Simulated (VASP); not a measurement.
Calculation: vdW-DF2, VASP's PBE PAW potentials (set 64) (plane waves; VASP 6.6.1).

The input files of a VASP run:

### KPOINTS
```
k-points along high-symmetry lines
15
Line-mode
Reciprocal
  0.000000   0.000000   0.000000 ! GAMMA
  0.500000   0.000000   0.500000 ! X

  0.500000   0.000000   0.500000 ! X
  0.625000   0.250000   0.625000 ! U

  0.375000   0.375000   0.750000 ! K
  0.000000   0.000000   0.000000 ! GAMMA

  0.000000   0.000000   0.000000 ! GAMMA
  0.500000   0.500000   0.500000 ! L

  0.500000   0.500000   0.500000 ! L
  0.500000   0.250000   0.750000 ! W

  0.500000   0.250000   0.750000 ! W
  0.500000   0.000000   0.500000 ! X
```

File POSCAR:
```
GdN
1
    0.0000000000     2.5363891301     2.5363891301
    2.5363891301     0.0000000000     2.5363891301
    2.5363891301     2.5363891301     0.0000000000
Gd N
1 1
Direct
  0.0000000000   0.0000000000   0.0000000000
  0.5000000000   0.5000000000   0.5000000000
```

### INCAR
```
# general
SYSTEM   = GdN
PREC     = Accurate
ENCUT    = 520
LREAL    = .FALSE.
LASPH    = .TRUE.
ICHARG   = 11

# electronic loop
EDIFF    = 1E-7
NELM     = 100
ALGO     = Normal
LMAXMIX  = 6

# smearing
ISMEAR   = 0
SIGMA    = 0.05

# functional
GGA      = ML
LUSE_VDW = .TRUE.
AGGAC    = 0.0
ZAB_VDW  = -1.8867

# output
LWAVE    = .FALSE.
LCHARG   = .FALSE.
LORBIT   = 11
```

POTCAR, in this order: Gd_3 N (PBE.64 set). Program: vasp_std. Read from the step before: CHGCAR.

Output

**OSZICAR**
```
       N       E                     dE             d eps       ncg     rms          rms(c)
DAV:   1     0.449742236865E+02    0.44974E+02   -0.68407E+03  1980   0.117E+03
DAV:   2    -0.583500810957E+01   -0.50809E+02   -0.46570E+02  2399   0.220E+02
DAV:   3    -0.928404580694E+01   -0.34490E+01   -0.32139E+01  2892   0.412E+01
DAV:   4    -0.936594367523E+01   -0.81898E-01   -0.78063E-01  2732   0.473E+00
DAV:   5    -0.936769458066E+01   -0.17509E-02   -0.17495E-02  2555   0.596E-01
DAV:   6    -0.936778046935E+01   -0.85889E-04   -0.85882E-04  2857   0.818E-02
DAV:   7    -0.936778118516E+01   -0.71580E-06   -0.71580E-06  2600   0.887E-03
DAV:   8    -0.936778120430E+01   -0.19145E-07   -0.18934E-07  2353   0.111E-03
   1 F= -.93677812E+01 E0= -.93677661E+01  d E =-.302068E-04
```

**OUTCAR**
```
 val. band max:        3.8317765733   @ k =   0.0000   0.0000   0.0000

 cond. band min:       4.0486713894   @ k =   0.5000   0.0000   0.5000



 k-point     1 :       0.0000    0.0000    0.0000
  band No.  band energies     occupation
      1     -16.3762      2.00000
      2     -16.3762      2.00000
      3     -16.3762      2.00000
      4      -8.7862      2.00000
      5       3.8318      1.99875
      6       3.8318      1.99875
      7       3.8318      1.99875
      8       6.7285      0.00000
      9       6.7285      0.00000
     10       6.7285      0.00000
     11       7.3545      0.00000

 k-point     2 :       0.0357    0.0000    0.0357
  band No.  band energies     occupation
      1     -16.3909      2.00000
      2     -16.3800      2.00000
      3     -16.3800      2.00000
      4      -8.7589      2.00000
      5       3.6547      2.00000
      6       3.8042      1.99994
      7       3.8042      1.99994
      8       6.6741      0.00000
      9       6.8082      0.00000
     10       6.8082      0.00000
     11       7.4539      0.00000

 k-point     3 :       0.0714    0.0000    0.0714
  band No.  band energies     occupation
      1     -16.4332      2.00000
      2     -16.3913      2.00000
      3     -16.3913      2.00000
      4      -8.6812      2.00000
      5       3.2254      2.00000
      6       3.7325      2.00000
      7       3.7325      2.00000
      8       6.5200      0.00000
      9       7.0347      0.00000
     10       7.0347      0.00000
     11       7.6556      0.00000

 k-point     4 :       0.1071    0.0000    0.1071
  band No.  band energies     occupation
      1     -16.4982      2.00000
      2     -16.4094      2.00000
      3     -16.4094      2.00000
      4      -8.5659      2.00000
      5       2.7109      2.00000
      6       3.6403      2.00000
      7       3.6403      2.00000
      8       6.2896      0.00000
      9       7.3790      0.00000
     10       7.3790      0.00000
...
```

The 4f electrons are frozen in the core of the lanthanide potential, so 4f levels, which can set the real gap, and their magnetism are missing. The density is held fixed in this step, so its total energy and stress have no physical meaning.

The compound is GdN in the rock salt structure. It was relaxed first, which changed the volume by +6 %.
